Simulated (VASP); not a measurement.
Input:

```
CELL_PARAMETERS angstrom
      0.00000     2.83500     2.83500
      2.83500     0.00000     2.83500
      2.83500     2.83500     0.00000
ATOMIC_POSITIONS crystal
  Zn 0.00000 0.00000 0.00000
  Se 0.25000 0.25000 0.25000
```

All values below come from LDA (Ceperley-Alder, Perdew-Zunger), VASP's LDA PAW potentials (set 64) (plane waves; VASP). Settings: 300 eV cut-off, 5×5×5 Γ-centred mesh, Fermi-Dirac smearing of 0.020 eV, potentials Zn Se.

**Question.** Give the energies of bands 2 to 12 at the high-symmetry points, in eV from the valence-band maximum.

**Answer.** 
```csv
band,Γ,X,U,L,W
2,-6.66,-6.63,-6.58,-6.58,-6.55
3,-6.66,-6.42,-6.46,-6.58,-6.46
4,-6.66,-6.42,-6.38,-6.29,-6.33
5,-6.30,-6.26,-6.28,-6.29,-6.33
6,-6.30,-6.12,-6.04,-6.14,-6.00
7,0.00,-4.83,-4.78,-5.29,-4.75
8,0.00,-2.21,-3.13,-0.88,-2.81
9,0.00,-2.21,-1.81,-0.88,-2.70
10,1.05,2.80,3.42,2.36,5.33
11,5.69,3.31,5.47,6.27,5.44
12,5.69,10.50,8.87,6.27,6.79
```

The gap is direct, 1.05 eV, from the valence maximum at Γ to the conduction minimum at Γ.

The structure is a typed ZnSe crystal. The cell was not relaxed at this level.
